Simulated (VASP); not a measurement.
Input of a VASP 6.6.1 run:

File INCAR:

```
SYSTEM = Si2N
ALGO     = Normal         ! electronic algorithm
DIPOL    = 0.5 0.5 0.311
EDIFF    = 1E-6           ! SCF threshold, eV
ENCUT    = 520            ! plane-wave cutoff, eV
GGA      = PE             ! functional
IDIPOL   = 3            
ISIF     = 2              ! what is computed and relaxed
ISMEAR   = 0              ! smearing method
LASPH    = .TRUE.         ! aspherical terms in the spheres
LCHARG   = .TRUE.         ! write CHGCAR
LDIPOL   = .TRUE.       
LELF     = .TRUE.         ! ELF
LREAL    = .FALSE.        ! projectors in reciprocal space
LVACPOTAV= .TRUE.       
LVHAR    = .TRUE.       
LWAVE    = .FALSE.        ! write WAVECAR
NBANDS   = 14             ! bands
NELM     = 100            ! most SCF steps
PREC     = Accurate       ! precision mode
SIGMA    = 0.1            ! smearing width, eV
```

File KPOINTS:

```
k-points
0
G
  12 12 1
  0 0 0
```

Contents of POSCAR:

```
Si2N
1.0
    3.8933611122     -0.0000002597      0.0000000000
   -1.9466803312      3.3717497591      0.0000000000
    0.0000000000      0.0000000000     24.2066194000
Si N
2 1
Direct
    0.3333333333      0.6666666667      0.3196158548
    0.6666666667      0.3333333333      0.3196158548
    0.0000000000      0.0000000000      0.2944655769
```

Potentials or basis: VASP PAW PBE potentials, release 64 (Si, N).

Launch:

```console
$ cat potpaw_PBE.64/Si/POTCAR potpaw_PBE.64/N/POTCAR > POTCAR
$ mpirun -np 1 vasp_std > vasp.out
```

Task: Predict the band gap on the k mesh.

Result: None (metal or under the smearing width).

Task: Predict the work function of the lower face.

Result: 5.57 eV.

Task: Predict the work function of the upper face.

Result: 4.76 eV.

Forces in eV/Å, atoms in the order of the input:
```
Si   0.000  0.000 -0.047
Si   0.000  0.000 -0.047
N    0.000  0.000  0.093
```
